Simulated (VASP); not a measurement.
An input for Ansatz (written as the equivalent of a VASP run, and not itself run):

Ansatz 0.2 input:
```yaml
crystal:
  lattice:
    - [0.0000000, 3.1799738, 3.1799738]
    - [3.1799738, 0.0000000, 3.1799738]
    - [3.1799738, 3.1799738, 0.0000000]
  atoms:
    - { symbol: Mg, position: [0.2500000, 0.2500000, 0.2500000] }
    - { symbol: Mg, position: [0.7500000, 0.7500000, 0.7500000] }
    - { symbol: Si, position: [0.0000000, 0.0000000, 0.0000000] }
kpoints:
  mp_grid: { grid: [6, 6, 6] }
hamiltonian:
  xc: pbe
  pseudopotentials: { kind: paw }
scf:
  occupations: { method: gaussian, width: 0.05 }
  max_iter: 100
relax:
  max_steps: 40
  f_tol: 0.02
  cell: {}
output: { forces: true, stress: true, eigenvalues: true }
```

### Question
Write the VASP files for the same calculation (PBE).

### Answer
Several could match; the one computed here: 
File KPOINTS:
```
Automatic mesh
0
Gamma
6 6 6
0 0 0
```

### INCAR
```
! general
SYSTEM  =  Mg2Si
PREC    =  Accurate
ENCUT   =  500
LREAL   =  .FALSE.
LASPH   =  .TRUE.   ! aspherical one-centre terms

! electronic loop
EDIFF   =  1E-6   ! SCF stop (eV)
NELM    =  100
ALGO    =  Normal

! smearing
ISMEAR  =  0   ! Gaussian
SIGMA   =  0.05   ! width (eV)

! functional
GGA     =  PE

! ions
IBRION  =  2
NSW     =  40
ISIF    =  3   ! ions, shape and volume
EDIFFG  =  -0.02

! output
LWAVE   =  .FALSE.
LCHARG  =  .FALSE.
```

**POSCAR**
```
Mg2Si
1
    0.0000000000     3.1799738354     3.1799738354
    3.1799738354     0.0000000000     3.1799738354
    3.1799738354     3.1799738354     0.0000000000
Mg Si
2 1
Direct
  0.2500000000   0.2500000000   0.2500000000
  0.7500000000   0.7500000000   0.7500000000
  0.0000000000   0.0000000000   0.0000000000
```

POTCAR, in this order: Mg Si (PBE.64 set). Program: vasp_std.

What does not carry over: each code has its own PAW files, so the cut-off isn't converted (ENCUT is set for VASP's; basis.ecutwfc is left out, and Ansatz then takes the one that its files recommend); Ansatz stops its SCF on the density residual and VASP on the energy change (EDIFF).

The compound is Mg2Si in the antifluorite structure. It was relaxed first.
